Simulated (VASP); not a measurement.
Level of theory: r2SCAN meta-GGA, VASP's PBE PAW potentials (set 64) (plane waves; VASP).

VASP input:

**KPOINTS**
```
Automatic
0
G
  9 9 5
0 0 0
```

### INCAR
```
ALGO = Normal
CSHIFT = 0.1
EDIFF = 1E-7
ENCUT = 400
ISMEAR = 0
LASPH = .True.
LCHARG = .False.
LMAXMIX = 4
LMIXTAU = .True.
LOPTICS = .True.
LPEAD = .True.
LREAL = .False.
LWAVE = .False.
METAGGA = R2SCAN
NBANDS = 66
NEDOS = 1001
NELM = 100
PREC = Accurate
SIGMA = 0.01
SYSTEM = ZnS
```

POSCAR:
```
ZnS
1
    1.9006972066    -3.2921040899    -0.0000000000
    1.9006972066     3.2921040899     0.0000000000
    0.0000000000     0.0000000000     6.2287366761
Zn S
2 2
Direct
  0.6666670000   0.3333330000   0.5000723877
  0.3333330000   0.6666670000   0.0000723877
  0.6666670000   0.3333330000   0.8749276123
  0.3333330000   0.6666670000   0.3749276123
```

POTCAR, in this order: Zn S (PBE.64 set). Program: vasp_std.

Task: What will the output report for the number of irreducible k-points (NKPTS), largest plane-wave count, number of space-group operations, FFT grid (NGX, NGY, NGZ)?

Result: 
```yaml
number of irreducible k-points (NKPTS): 36
largest_plane_wave_count: 1442
number_of_space_group_operations: 12
FFT grid (NGX, NGY, NGZ): 28 × 28 × 42
```

The compound is ZnS in the wurtzite structure, the high-temperature form. It was relaxed first.
